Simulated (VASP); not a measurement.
A run of VASP 6.6.1 is set up as follows.

File INCAR:

```
SYSTEM = LiH16ClO8
PREC = Accurate
ENCUT = 520
EDIFF = 1E-6
ISMEAR = -1
SIGMA = 0.05
LREAL = Auto
LASPH = .TRUE.
NELM = 80
ALGO = Fast
ISIF = 2
LWAVE = .FALSE.
LCHARG = .FALSE.
GGA = PE
IVDW = 12
NBANDS = 56
```

Contents of KPOINTS:

```
regular mesh
0
G
  1 1 1
  0 0 0
```

Contents of POSCAR:

```
LiH16ClO8
1.0
    7.1738770000      0.0000000000      0.0000000000
    0.0000000000      7.1738770000      0.0000000000
    0.0000000000      0.0000000000      7.1738770000
O H Li Cl
8 16 1 1
Direct
    0.7224266599      0.3476084131      0.3014269690
    0.5257547627      0.7259672838      0.9042948464
    0.1294279230      0.3914062089      0.9345574227
    0.3984316988      0.1733372345      0.1089787294
    0.8043628292      0.8117646846      0.2580334176
    0.5173353265      0.8936869143      0.4888012437
    0.3982086674      0.2195604971      0.6953980393
    0.9408441210      0.6400583673      0.7602444257
    0.7048768748      0.4708611536      0.3593036234
    0.6182291667      0.3304210541      0.2122701574
    0.4648253657      0.7827427206      0.8010173578
    0.4248888014      0.6687179053      0.9764315725
    0.0500566151      0.4860691088      0.8665328385
    0.1933124864      0.3243016294      0.8394623995
    0.4227281845      0.1578783690     -0.0251189141
    0.4882576046      0.1019114211      0.1800281772
    0.9361604611      0.7812093795      0.2499206496
    0.7654299063      0.8201562419      0.1279085214
    0.4597792797      0.7855584923      0.4334894507
    0.6407832195      0.8956244998      0.4321373227
    0.4264779003      0.3250404210      0.6200552365
    0.4522798481      0.1212593971      0.6173231016
    0.9765152093      0.6559911746      0.6287534620
    0.8145943958      0.6763288526      0.7775293610
    0.1897997415      0.3063336603      0.1786760492
    0.2079628630      0.5989927065      0.3617987875
```

Potentials or basis: VASP PAW PBE potentials, release 64 (O, H, Li_sv, Cl).

Command:

```bash
$ cat potpaw_PBE.64/O/POTCAR potpaw_PBE.64/H/POTCAR potpaw_PBE.64/Li_sv/POTCAR potpaw_PBE.64/Cl/POTCAR > POTCAR
$ mpirun -np 1 vasp_gam > vasp.out
```

Problem. Predict the largest force.

Solution. 1.459 eV/Å.

Problem. Predict the band gap on the k mesh.

Solution. 3.97 eV, direct.

Problem. What does it give for the dispersion energy per atom?

Solution. -0.032 eV.

Forces on the atoms (eV/Å):
```
O   -0.467  0.087 -0.032
O    0.432 -0.472  1.106
O   -0.580  0.532  0.792
O    0.214  0.012 -0.172
O   -0.147  0.164 -0.419
O    0.232  0.970  0.658
O    0.076 -0.855  0.426
O    1.147  0.049 -0.549
H    0.030 -0.440 -0.517
H    0.496  0.516  0.505
H   -0.428  0.539 -1.135
H    0.179 -0.011 -0.030
H    0.095 -0.274  0.396
H    0.590 -0.689 -1.005
H    0.117  0.055  0.051
H   -0.011 -0.500  0.055
H    0.512 -0.272  0.301
H   -0.236 -0.108  0.057
H   -0.940 -0.662 -0.284
H    0.481 -0.045 -0.186
H    0.092  1.403 -0.388
H   -0.193 -0.777  0.058
H   -0.006 -0.067  0.187
H   -1.320  0.223  0.096
Li  -0.425  0.834  0.017
Cl   0.060 -0.214  0.012
```

 As with any semilocal functional, this PBE gap is likely too small.
